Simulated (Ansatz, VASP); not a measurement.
## SnOs: VASP beside Ansatz

Aim: how closely do two programs agree when they are given the same cell, functional and k mesh? The cell is generated by rule, not measured, and may not be a known phase. Of the first pair: The two relaxations start from unlike cells of this crystal (the structure described is Ansatz's start), so only their ends are compared.

Program: Ansatz 0.2.0. Level of theory: plane waves, with VASP 6.6.1 beside it; relaxation of cell and atoms at PBE. Results are calculated unless marked as measured.

**1. Starting point**

It takes space group Pm-3m (No. 221, cubic). The conventional cell has a = 2.923 Å, b = 2.923 Å, c = 2.923 Å, α = 90.00°, β = 90.00°, γ = 90.00°. Nearest to Sn lie 8 Os at 2.53 Å. Nearest to Os lie 8 Sn at 2.53 Å. Farther neighbours are not listed.

Structure file:

```cif
data_structure
_symmetry_space_group_name_H-M 'P 1'
_symmetry_Int_Tables_number 1
_cell_length_a 2.9229
_cell_length_b 2.9229
_cell_length_c 2.9229
_cell_angle_alpha 90.000
_cell_angle_beta 90.000
_cell_angle_gamma 90.000
_cell_volume 24.97
loop_
_atom_site_label
_atom_site_type_symbol
_atom_site_fract_x
_atom_site_fract_y
_atom_site_fract_z
_atom_site_occupancy
Sn1 Sn 0.50000 0.50000 0.50000 1
Os2 Os 0.00000 0.00000 0.00000 1
```

**2. Ansatz: relaxation of cell and atoms, PBE, pair 1**

Ansatz runs on its default PAW (the set named soft_2) files.

The relaxed volume is the usual yardstick between codes: in a stiff, nearly cubic crystal its relative difference is about their pressure difference at one cell divided by the bulk modulus.

The input, input.yaml:

```yaml
crystal:
  lattice:
    - [2.92291, 0.0, 0.0]
    - [0.0, 2.92291, 0.0]
    - [0.0, 0.0, 2.92291]
  atoms:
    - { symbol: Sn, position: [0.5, 0.5, 0.5] }
    - { symbol: Os, position: [0.0, 0.0, 0.0] }
kpoints:
  mp_grid: { grid: [6, 6, 6] }
hamiltonian:
  xc: pbe
scf:
  occupations: { method: gaussian, width: 0.1 }
output:
  forces: true
  stress: true
  eigenvalues: true
relax:
  adjacent_minimum: "off"
  f_tol: 0.05
  max_steps: 80
  cell: { stress_tol: 0.5 }
```

Run with:

```sh
$ ansatz run input.yaml --threads 4 --pin off --max-ram 8192MiB --backend cpu --events-out ev --progress --plain --runs-dir out
```

Numbers of over 12 decimals in the logs are rounded to 6 here.

Output:

```text
The last accepted step is kept in <dir> (removed where the run ends without a failure and the disk answers)
Engine: ansatz 0.2.0, aarch64-unknown-linux-gnu
Pseudopotentials: kind: paw
Pseudopotential: Sn, paw, valence charge 14, recommended cutoff 420 eV (normal), Sn.paw.azcp
Pseudopotential: Os, paw, valence charge 16, recommended cutoff 420 eV (normal), Os.paw.azcp
Functional definition: PBE
  parameter kappa = 0.804
  parameter beta = 0.066725
  exchange = pbe_x(kappa = kappa, mu = beta*pi^2/3)
  correlation = pbe_c(beta = beta)
Crystal: 2 atoms, lattice volume = 24.972 Å³
Basis set: ecut = 420 eV, 461 PW (Γ), exchange–correlation on 40×40×40 points (8 copies of the dense FFT grid, shifted against one another)
Bands: 19, of which v1, the nominal top of the filled ones, is band 15 counted from 1 (14 counted from 0)
Symmetry: 48 space group operations
Space group: Pm-3m (ITA 221), of the structure as read, at distance tolerance 2.9e-5 Å
k-points: 20 of 216
Non-local potential: Sn, projectors of the file, l = 0: 2, l = 1: 2, l = 2: 2, l = 3: 2
Non-local potential: Os, projectors of the file, l = 0: 3, l = 1: 2, l = 2: 2, l = 3: 1
PAW form: soft (Blöchl's): semilocal exchange-correlation on the pseudo side does not see the compensation charge
PAW one-centre angular grid: Sn, 590 points (default); XC on 64 Gauss nodes
PAW one-centre angular grid: Os, 590 points (default); XC on 64 Gauss nodes
Initial density: superposition of atomic densities (neutral atoms: chi_scale 0, normalization atom), corrected by the library's trained network
Initial wavefunctions: pseudopotential atomic-orbital guess
Functional: x = pbe(κ = 0.804, μ = 0.219515), c = pbe(β = 0.066725)
SCF iter   1: F=—  HF=-17404.874352 eV  |F-HF|=—  |Δ(HF+E_count)|=         —  Δρ=1.59e-2  dr2=8.38e-2  ethr=1.77e-3  ⟨swp⟩=5.5  Hψ=1702  notcnv=0
preconditioner: auto → none  [insulator: Δε(μ)=0.487 eV  Ē_g=18.809 eV  σ=0.100 eV  W_gap=0.89  n_scr=6 (ndim 8)  ℏωp=34.9 eV  f_vac=0.000  D(μ)=0.51/eV (n_scr^D=0)  ε∞_Penn≈4.4]
SCF iter   2: F=—  HF=-17404.856534 eV  |F-HF|=—  |Δ(HF+E_count)|=   1.78e-2  Δρ=9.01e-3  dr2=2.64e-2  ethr=2.79e-4  ⟨swp⟩=2.1  Hψ=714  notcnv=0
SCF iter   3: F=—  HF=-17404.849197 eV  |F-HF|=—  |Δ(HF+E_count)|=   7.34e-3  Δρ=2.80e-3  dr2=6.84e-4  ethr=8.80e-5  ⟨swp⟩=2.1  Hψ=579  notcnv=0
SCF iter   4: F=—  HF=-17404.849066 eV  |F-HF|=—  |Δ(HF+E_count)|=   1.31e-4  Δρ=5.24e-4  dr2=8.47e-5  ethr=2.28e-6  ⟨swp⟩=2.2  Hψ=483  notcnv=0
SCF iter   5: F=—  HF=-17404.849013 eV  |F-HF|=—  |Δ(HF+E_count)|=   5.32e-5  Δρ=1.16e-4  dr2=4.93e-6  ethr=2.82e-7  ⟨swp⟩=2.1  Hψ=575  notcnv=0
SCF iter   6: F=—  HF=-17404.849011 eV  |F-HF|=—  |Δ(HF+E_count)|=   1.36e-6  Δρ=2.81e-5  dr2=2.67e-7  ethr=1.64e-8  ⟨swp⟩=2.0  Hψ=494  notcnv=0
SCF iter   7: F=-17404.849011 eV  HF=-17404.849011 eV  |F-HF|=3.55e-9  |Δ(HF+E_count)|=   7.39e-8  Δρ=3.45e-6  dr2=3.87e-9  ethr=3.33e-10  ⟨swp⟩=5.1  Hψ=1410  notcnv=0
SCF 1 converged in 7 iterations: F = -17404.849011 eV  dr2 = 3.87e-9
  greatest PAW one-centre occupation: 1.000 electrons in one spin orbital (limit 2), on the Os atom at site 1 (counted from 0), in its partial waves of l = 0
relax step   1: F+E_penalty+E_count = -17404.84901125 eV  Δ(F+E_penalty+E_count) = +0.000e0 eV  max|allowed force component| = 2.334e-29 eV/Å  Δτ_max = 0.0000 Å  P = +138.650 GPa  Ω = 24.972 Å³  (7 SCF iters, dr2 threshold 1.00e-7 eV, accepted)
[...]
relax step   6: F+E_penalty+E_count = -17407.88666013 eV  Δ(F+E_penalty+E_count) = -2.437e-2 eV  max|allowed force component| = 6.968e-30 eV/Å  Δτ_max = 0.0000 Å  P = +0.888 GPa  Ω = 34.367 Å³  stress off target by 8.88e-1 GPa  SCF on the basis re-selected at this cell (its energy is not comparable with the rows above)  (6 SCF iters)
[...]
relax step   7: F+E_penalty+E_count = -17407.88697797 eV  Δ(F+E_penalty+E_count) = -3.178e-4 eV  max|allowed force component| = 3.629e-29 eV/Å  Δτ_max = 0.0000 Å  P = +0.071 GPa  Ω = 34.511 Å³  energy of the carried Pulay correction = -1.124e-4 eV  (6 SCF iters, dr2 threshold 2.00e-7 eV, accepted)
[...]
relax step   8: F+E_penalty+E_count = -17407.88705331 eV  Δ(F+E_penalty+E_count) = -7.534e-5 eV  max|allowed force component| = 1.998e-29 eV/Å  Δτ_max = 0.0000 Å  P = +0.069 GPa  Ω = 34.511 Å³  stress off target by 6.86e-2 GPa  SCF on the basis re-selected at this cell (its energy is not comparable with the rows above)  (7 SCF iters)
basis re-selected at this cell: Δ(F+E_penalty+E_count) = -7.534e-5 eV, ΔP = -0.002 GPa vs the last step (what re-selecting the basis moved, of the pressure what is left beyond the Pulay correction that the steps carried, after the strain that the cell walked since its last selection, with what the two solves' SCF thresholds leave and, on support functions, any second-order correction that the steps lacked; it is no m [...]
SCF converged after 7 iterations
Free energy (F): -17407.887053 eV
Harris-Foulkes:  -17407.887053 eV  (|F-HF|=1.09e-11)
Internal energy: -17407.884302 eV  (E = F + TS)
E sigma→0 (E₀):  -17407.885678 eV
Entropy (-TS):   -0.002752 eV (-1.376 meV/atom)
Fermi energy:    19.960369 eV
--- Per-component energies (eV) ---
  E_band       = -120.255558
  E_kinetic    = 755.847617
  E_local      = -1504.997557  (includes V_loc(G=0)·N_el)
  E_nonlocal   = -33.632580
  E_hartree    = 807.918119
  E_xc         = -649.378874
  E_vxc        = -380.687137  (∫ρ·V_xc dr)
  E_paw        = -13153.108833  (= ΣΔE_a)
  E_vpaw       = -572.622064  (= ΣTr[D̂ρ^β])
  E_aug_tail   = -0.000073  (compensation charges beyond the density's cutoff)
  E_ewald      = -3630.532120
  E_smearing   = -0.002752  (= −TS)
  E_closure    = 0.000000  (closes the sum)
  Σ components = -17407.887053   (vs F -17407.887053, Δ=0.00e0)
--- Forces (eV/Å), atoms counted from 1 ---
  atom   1  Sn    -0.00000000    -0.00000000    -0.00000000
  atom   2  Os    -0.00000000    -0.00000000     0.00000000
  max |Σ_I F_I| component: 4.42e-29 eV/Å
--- Stress (GPa, compression-positive) ---
        0.068631       0.000000       0.000000
        0.000000       0.068631       0.000000
        0.000000       0.000000       0.068631
  P = ⅓ Tr σ = 0.0686 GPa (0.686 kbar)
--- Band table (eV; the first three rows and the last of 20) ---
  k-point 0: bands = [... 11 lower, 15.7939, 18.9644, 18.9644, 18.9644, 21.9091, 21.9091, 21.9091, 26.3170]
  k-point 1: bands = [... 11 lower, 15.8605, 18.1372, 18.1372, 18.9558, 20.1968, 23.2402, 23.2402, 27.6829]
  k-point 2: bands = [... 11 lower, 16.0018, 17.1557, 17.1557, 18.9384, 19.7230, 25.7734, 25.7734, 27.6239]
  k-point 19: bands = [... 11 lower, 13.7936, 16.0812, 20.2172, 20.2172, 22.1996, 22.1996, 22.1996, 23.6360]
--- Relaxed structure (6 steps of the walk, 6 accepted, 2 SCFs on fresh bases) ---
  F+E_penalty+E_count = -17407.88705331 eV   max|allowed force component| = 1.998e-29 eV/Å   (the final SCF, on the basis selected at the relaxed cell)
  cell:  # Å, volume = 34.5109 Å³
    - [3.255758, 0, 0]
    - [0, 3.255758, 0]
    - [0, 0, 3.255758]
  atoms:
    - { symbol: Sn, position: [0.500000, 0.500000, 0.500000] }
    - { symbol: Os, position: [0, 0, 0] }
```

In the SCF lines HF is the Harris–Foulkes energy and dr2 the Hartree energy of the density residual, in eV; the loop may stop once dr2 is under the threshold and the program's other checks hold. Hψ counts applications of the Hamiltonian.

**3. VASP: relaxation of cell and atoms, PBE, pair 1**

Its own start cell and the same functional, mesh and smearing now go to VASP, with its own data sets.

Lines of VASP's logs that name or quote its potential files are left out, and so is its time.

The input, INCAR:

```
SYSTEM = SnOs
PREC = Accurate
ENCUT = 600
EDIFF = 1E-07
NELM = 120
ISMEAR = 0
SIGMA = 0.1
LREAL = .FALSE.
ALGO = Normal
GGA = PE
NBANDS = 17
LASPH = .TRUE.
LORBIT = 11
LWAVE = .FALSE.
LCHARG = .FALSE.
ISIF = 3
IBRION = 2
NSW = 80
EDIFFG = -0.005
GGA_COMPAT = .FALSE.
NELMIN = 4
KPAR = 2
```

The input, POSCAR:

```
SnOs
1.0
    3.2568072778      0.0000000000      0.0000000000
    0.0000000000      3.2568072778      0.0000000000
    0.0000000000      0.0000000000      3.2568072778
Sn Os
1 1
Direct
    0.5000000000      0.5000000000      0.5000000000
    0.0000000000      0.0000000000      0.0000000000
```

The input, KPOINTS:

```
Automatic mesh
0
Gamma
6 6 6
0 0 0
```

PAW data sets: Sn_d and Os (PBE family, release 64).

Run with:

```sh
$ mpirun -np 2 vasp_std
```

Output:

```text
[banner, memory and clock lines left out]
running    2 mpi-ranks, on    1 nodes
 distrk:  each k-point on    1 cores,    2 groups
 distr:  one band on    1 cores,    1 groups

 POSCAR found type information on POSCAR SnOs
 POSCAR found :  2 types and       2 ions
 LDA part: xc-table for (Slater+PW92), standard interpolation
 POSCAR, INCAR and KPOINTS ok, starting setup
 FFT: planning ... GRIDC
 FFT: planning ... GRID_SOFT
 FFT: planning ... GRID
 WAVECAR not read
 entering main loop
       N       E                     dE             d eps       ncg     rms          rms(c)
DAV:   1     0.169939956565E+03    0.16994E+03   -0.12352E+04   704   0.216E+03
DAV:   2     0.602629961154E+00   -0.16934E+03   -0.16429E+03   697   0.472E+02
DAV:   3    -0.143170474827E+02   -0.14920E+02   -0.14631E+02   750   0.118E+02
DAV:   4    -0.147167821098E+02   -0.39973E+00   -0.39837E+00   761   0.196E+01
DAV:   5    -0.147240924098E+02   -0.73103E-02   -0.73087E-02   821   0.282E+00    0.109E+01
DAV:   6    -0.143382268746E+02    0.38587E+00   -0.14270E+00   912   0.768E+00    0.391E+00
DAV:   7    -0.142825060465E+02    0.55721E-01   -0.10197E-01   852   0.474E+00    0.264E+00
DAV:   8    -0.142663535922E+02    0.16152E-01   -0.33411E-02   873   0.208E+00    0.130E-01
DAV:   9    -0.142656815729E+02    0.67202E-03   -0.29948E-03   856   0.975E-01    0.691E-02
DAV:  10    -0.142656620986E+02    0.19474E-04   -0.12319E-04   742   0.120E-01    0.129E-02
DAV:  11    -0.142656663244E+02   -0.42258E-05   -0.87620E-06   840   0.329E-02    0.128E-02
DAV:  12    -0.142656655777E+02    0.74666E-06   -0.13117E-06   910   0.840E-03    0.341E-03
DAV:  13    -0.142656653551E+02    0.22264E-06   -0.51047E-08   407   0.224E-03    0.560E-04
DAV:  14    -0.142656653145E+02    0.40614E-07   -0.59295E-09   388   0.108E-03
   1 F= -.14265665E+02 E0= -.14264267E+02  d E =-.142657E+02
 curvature:   0.00 expect dE= 0.000E+00 dE for cont linesearch  0.000E+00
 trial: gam= 0.00000 g(F)=  0.000E+00 g(S)=  0.885E-05 ort = 0.000E+00 (trialstep = 0.100E+01)
 search vector abs. value=  0.885E-05
 bond charge predicted
       N       E                     dE             d eps       ncg     rms          rms(c)
DAV:   1    -0.142657782735E+02   -0.11292E-03   -0.23963E-03   855   0.803E-01    0.734E-02
DAV:   2    -0.142656810160E+02    0.97257E-04   -0.21005E-04   858   0.204E-01    0.248E-02
DAV:   3    -0.142656630019E+02    0.18014E-04   -0.31814E-05   877   0.108E-01    0.113E-02
DAV:   4    -0.142656594132E+02    0.35887E-05   -0.56741E-06   986   0.369E-02    0.235E-03
DAV:   5    -0.142656585697E+02    0.84346E-06   -0.31028E-07   664   0.590E-03    0.106E-03
DAV:   6    -0.142656581984E+02    0.37129E-06   -0.32210E-08   346   0.174E-03    0.357E-04
DAV:   7    -0.142656580320E+02    0.16638E-06   -0.17146E-08   346   0.136E-03    0.340E-04
DAV:   8    -0.142656580402E+02   -0.81295E-08   -0.25331E-09   346   0.607E-04
   2 F= -.14265658E+02 E0= -.14264264E+02  d E =0.727431E-05
 trial-energy change:    0.000007  1 .order    0.000005   -0.000009    0.000019
 step:   0.2334(harm=  0.3175)  dis= 0.00000  next Energy=   -14.265666 (dE=-0.101E-05)
 bond charge predicted
       N       E                     dE             d eps       ncg     rms          rms(c)
DAV:   1    -0.142657339215E+02   -0.75889E-04   -0.14070E-03   854   0.614E-01    0.563E-02
DAV:   2    -0.142656762278E+02    0.57694E-04   -0.12333E-04   857   0.157E-01    0.190E-02
DAV:   3    -0.142656660740E+02    0.10154E-04   -0.18680E-05   867   0.831E-02    0.860E-03
DAV:   4    -0.142656654334E+02    0.64061E-06   -0.33120E-06   986   0.282E-02    0.181E-03
DAV:   5    -0.142656657420E+02   -0.30859E-06   -0.16199E-07   483   0.451E-03    0.754E-04
DAV:   6    -0.142656659654E+02   -0.22346E-06   -0.32768E-08   340   0.194E-03    0.392E-04
DAV:   7    -0.142656660813E+02   -0.11591E-06   -0.30898E-08   340   0.297E-03    0.181E-04
DAV:   8    -0.142656660647E+02    0.16638E-07   -0.72981E-09   340   0.144E-03
   3 F= -.14265666E+02 E0= -.14264269E+02  d E =-.750205E-06
 curvature:  -0.16 expect dE=-0.635E-07 dE for cont linesearch -0.635E-07
 trial: gam=-0.16825 g(F)=  0.967E-63 g(S)=  0.406E-06 ort = 0.190E-05 (trialstep = 0.847E+00)
 search vector abs. value=  0.187E-07
 reached required accuracy - stopping structural energy minimisation
```

Parts of OUTCAR (step 3):

```text
ion  position               nearest neighbor table
   1  0.500  0.500  0.500-   2 2.82   2 2.82   2 2.82   2 2.82   2 2.82   2 2.82   2 2.82   2 2.82

  LATTYP: Found a simple cubic cell.
 ALAT       =     3.2568072778

 Subroutine GETGRP returns: Found 48 space group operations
 (whereof 48 operations were pure point group operations)

The static configuration has the point symmetry O_h .

 Found     20 irreducible k-points:

   k-points           NKPTS =     20   k-points in BZ     NKDIM =     20   number of bands    NBANDS=     17

   dimension x,y,z NGX =    28 NGY =   28 NGZ =   28
   dimension x,y,z NGXF=    56 NGYF=   56 NGZF=   56

   ENCUT  =  600.0 eV  44.10 Ry    6.64 a.u.   6.50  6.50  6.50*2*pi/ulx,y,z

   NELECT =      22.0000    total number of electrons

 k-points in reciprocal lattice and weights: Automatic mesh
   0.00000000  0.00000000  0.00000000       0.005
   0.16666667  0.00000000  0.00000000       0.028
   0.33333333  0.00000000  0.00000000       0.028
   0.50000000  0.00000000  0.00000000       0.014
   0.16666667  0.16666667  0.00000000       0.056
   0.33333333  0.16666667  0.00000000       0.111
   0.50000000  0.16666667  0.00000000       0.056
   0.33333333  0.33333333  0.00000000       0.056
   0.50000000  0.33333333  0.00000000       0.056
[...]
0.50000000  0.50000000  0.33333333       0.028
   0.50000000  0.50000000  0.50000000       0.005

 average (electrostatic) potential at core
       1 -96.5160       2 -41.3495

 E-fermi :  11.0369

 k-point     1 :       0.0000    0.0000    0.0000
  band No.  band energies     occupation
    ...
      7       6.8795      2.00000
      8       6.8795      2.00000
      9      10.0355      2.00000
     10      10.0355      2.00000
     11      10.0355      2.00000
     12      13.0125      0.00000
     13      13.0125      0.00000
     14      13.0125      0.00000
     15      17.3739      0.00000
     16      21.4292      0.00000
    ...

 k-point     2 :       0.1667    0.0000    0.0000
  band No.  band energies     occupation
    ...
      7       6.6687      2.00000
      8       6.9459      2.00000
      9       9.2147      2.00000
     10       9.2147      2.00000
     11      10.0266      2.00000
     12      11.2861      0.00043
     13      14.3366      0.00000
     14      14.3366      0.00000
     15      18.7449      0.00000
     16      20.2962      0.00000
    ...

 k-point     3 :       0.3333    0.0000    0.0000
  band No.  band energies     occupation
    ...
      8       7.0867      2.00000
      9       8.2361      2.00000
     10       8.2361      2.00000
     11      10.0086      2.00000
     12      10.7992      1.99923
     13      16.8676      0.00000
     14      16.8676      0.00000
     15      18.8172      0.00000
     16      19.2982      0.00000
     17      22.8957      0.00000

  Total        0.0023682      0.0023682      0.0023682      0.0000000      0.0000000     -0.0000000
  in kB        0.1098157      0.1098157      0.1098157      0.0000000      0.0000000     -0.0000000
  external PRESSURE =       0.1098157 kB  Pullay stress =       0.0000000 kB

  energy-cutoff  :      600.00
  volume of cell :       34.55
      direct lattice vectors                 reciprocal lattice vectors
     3.257010084 -0.000000000 -0.000000000     0.307030059  0.000000000 -0.000000000
    -0.000000000  3.257010084 -0.000000000     0.000000000  0.307030059 -0.000000000
     0.000000000  0.000000000  3.257010084     0.000000000  0.000000000  0.307030059

 POSITION                                       TOTAL-FORCE (eV/Angst)
 -----------------------------------------------------------------------------------
      1.62851      1.62851      1.62851        -0.000000      0.000000      0.000000
      0.00000      0.00000      0.00000         0.000000     -0.000000      0.000000
 -----------------------------------------------------------------------------------
    total drift:                                0.000000      0.000000      0.000000

  FREE ENERGIE OF THE ION-ELECTRON SYSTEM (eV)
  ---------------------------------------------------
  free  energy   TOTEN  =       -14.2656660647 eV

  energy  without entropy=      -14.2628717992  energy(sigma->0) =      -14.26426893

 reached required accuracy - stopping structural energy minimisation

 total charge
# of ion       s       p       d       tot
------------------------------------------
    1        1.091   1.211  10.134  12.435
    2        0.499   0.446   6.181   7.127
--------------------------------------------------
tot          1.590   1.657  16.315  19.562

[... 3 further parts left out ...]
```

CONTCAR:

```
SnOs
   1.00000000000000
     3.2570100844740173   -0.0000000000000000   -0.0000000000000000
    -0.0000000000000000    3.2570100844740173   -0.0000000000000000
     0.0000000000000000    0.0000000000000000    3.2570100844740173
  Sn              Os
     1     1
Direct
     0.5000000000000000    0.5000000000000000    0.5000000000000000
     0.0000000000000000    0.0000000000000000    0.0000000000000000
```

**4. Differences**

Known differences besides the potentials themselves: the data sets hold 30 valence electrons in Ansatz (on its default PAW (the set named soft_2) files) and 22 in VASP; the cutoff is 420 eV in Ansatz and 600 eV in VASP; Ansatz adds a Pulay correction to the stress that steers its cell, VASP none. Total energies have different zeros and are not compared.

Both answers:

```
                                         quantity  Ansatz   VASP  difference
                                      volume (Å³)   34.51  34.55     -0.12 %
edge a after relaxation, in the typed setting (Å)   3.256  3.257     -0.04 %
```

[end of part 1 of 2]

[Lines on the potential files, build, host, timing and source positions are cut from VASP's logs without a mark.]

[Logs are printed without paths, hosts, clocks, repeated set-up lines and the standing remarks that a program may print on its own settings, such as how far it seeks lower states.]

[Hosts, paths, dates, database ids (printed as entryN), source tags and the programs' standing remarks are cut or masked in the printed files.]
